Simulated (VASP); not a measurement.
OSZICAR of a VASP run on Zn (hcp):

File OSZICAR:
```
       N       E                     dE             d eps       ncg     rms          rms(c)
DAV:   1     0.957412348101E+02    0.95741E+02   -0.12874E+04  4912   0.241E+03
DAV:   2     0.201860797173E+00   -0.95539E+02   -0.94132E+02  4928   0.303E+02
DAV:   3    -0.242172792394E+01   -0.26236E+01   -0.26183E+01  5960   0.616E+01
DAV:   4    -0.242912444794E+01   -0.73965E-02   -0.73962E-02  5680   0.327E+00
DAV:   5    -0.242913552492E+01   -0.11077E-04   -0.11078E-04  5896   0.105E-01    0.434E+00
DAV:   6    -0.221852622005E+01    0.21061E+00   -0.10219E+00  4952   0.228E+01    0.323E+00
DAV:   7    -0.220852855454E+01    0.99977E-02   -0.31305E-02  6112   0.333E+00    0.165E+00
DAV:   8    -0.220370764331E+01    0.48209E-02   -0.16922E-03  6608   0.707E-01    0.455E-02
DAV:   9    -0.220370652323E+01    0.11201E-05   -0.23530E-04  6784   0.238E-01    0.330E-02
DAV:  10    -0.220370917635E+01   -0.26531E-05   -0.24372E-05  5248   0.672E-02    0.309E-03
DAV:  11    -0.220370896639E+01    0.20997E-06   -0.13441E-07  5040   0.544E-03    0.176E-03
DAV:  12    -0.220370859532E+01    0.37107E-06   -0.34747E-08  3136   0.383E-03    0.773E-05
DAV:  13    -0.220370859915E+01   -0.38285E-08   -0.99391E-09  2888   0.109E-03
   1 F= -.30417115E+01 E0= -.30417425E+01  d E =-.304171E+01
       N       E                     dE             d eps       ncg     rms          rms(c)
DAV:   1    -0.224959494852E+01   -0.45886E-01   -0.87608E-01  5512   0.902E+00    0.128E+00
DAV:   2    -0.222383584049E+01    0.25759E-01   -0.25373E-02  5184   0.310E+00    0.773E-01
DAV:   3    -0.220970431914E+01    0.14132E-01   -0.17594E-02  6688   0.249E+00    0.789E-02
DAV:   4    -0.220987535233E+01   -0.17103E-03   -0.20971E-03  5104   0.545E-01    0.512E-02
DAV:   5    -0.220987308391E+01    0.22684E-05   -0.19432E-05  5760   0.964E-02    0.670E-03
DAV:   6    -0.220987181767E+01    0.12662E-05   -0.18240E-06  6192   0.185E-02    0.872E-04
DAV:   7    -0.220987184616E+01   -0.28490E-07   -0.18142E-07  3944   0.547E-03
   2 F= -.30480934E+01 E0= -.30480464E+01  d E =-.638186E-02
       N       E                     dE             d eps       ncg     rms          rms(c)
DAV:   1    -0.235263944084E+01   -0.14277E+00   -0.29963E+00  5608   0.167E+01    0.236E+00
DAV:   2    -0.226362637554E+01    0.89013E-01   -0.90360E-02  5184   0.540E+00    0.142E+00
DAV:   3    -0.221566681546E+01    0.47960E-01   -0.63306E-02  6488   0.427E+00    0.153E-01
DAV:   4    -0.221622793771E+01   -0.56112E-03   -0.67007E-03  5128   0.951E-01    0.103E-01
DAV:   5    -0.221621556142E+01    0.12376E-04   -0.85887E-05  5552   0.140E-01    0.169E-02
DAV:   6    -0.221620751987E+01    0.80415E-05   -0.98100E-06  6264   0.497E-02    0.130E-03
DAV:   7    -0.221620768869E+01   -0.16881E-06   -0.11515E-06  5520   0.128E-02    0.976E-04
DAV:   8    -0.221620773261E+01   -0.43920E-07   -0.18282E-08  2664   0.351E-03
   3 F= -.30549433E+01 E0= -.30550484E+01  d E =-.132318E-01
       N       E                     dE             d eps       ncg     rms          rms(c)
DAV:   1    -0.221712586450E+01   -0.91818E-03   -0.19170E-02  5600   0.134E+00    0.189E-01
DAV:   2    -0.221654948610E+01    0.57638E-03   -0.53590E-04  5168   0.459E-01    0.114E-01
DAV:   3    -0.221624211265E+01    0.30737E-03   -0.39775E-04  6688   0.365E-01    0.118E-02
DAV:   4    -0.221624544324E+01   -0.33306E-05   -0.47063E-05  5096   0.828E-02    0.752E-03
DAV:   5    -0.221624560825E+01   -0.16501E-06   -0.41527E-07  5720   0.182E-02    0.952E-04
DAV:   6    -0.221624558422E+01    0.24027E-07   -0.43345E-08  2656   0.378E-03
   4 F= -.30549344E+01 E0= -.30550441E+01  d E =-.132229E-01
       N       E                     dE             d eps       ncg     rms          rms(c)
DAV:   1    -0.221649791174E+01   -0.25230E-03   -0.55543E-03  5600   0.719E-01    0.102E-01
DAV:   2    -0.221633631420E+01    0.16160E-03   -0.15616E-04  5184   0.248E-01    0.614E-02
DAV:   3    -0.221624289377E+01    0.93420E-04   -0.11579E-04  6672   0.196E-01    0.634E-03
DAV:   4    -0.221624418636E+01   -0.12926E-05   -0.13529E-05  5120   0.442E-02    0.410E-03
DAV:   5    -0.221624406992E+01    0.11644E-06   -0.11963E-07  3984   0.957E-03    0.638E-04
DAV:   6    -0.221624407771E+01   -0.77844E-08   -0.15105E-08  2544   0.211E-03
   5 F= -.30549578E+01 E0= -.30550670E+01  d E =-.132463E-01
```

Problem. Which electronic solver shows in the log?

Solution. It is blocked Davidson (ALGO = Normal, or the opening steps of other solvers). The INCAR had ALGO = Normal.

Problem. Can the final energy be trusted as converged?

Solution. The calculation finished and met its thresholds. It stopped with EDIFF = 1E-7, NELM = 100, NSW = 30 and EDIFFG = -0.01 after 5 ionic steps (PBE GGA with D3 dispersion (Becke-Johnson damping), plane waves, VASP's PBE PAW potentials (set 64)).

The compound is Zn in the hcp structure. This cell is one point of a volume scan, at 1.03 of the reference volume. Symmetry was kept, so distortions that lower it aren't found.
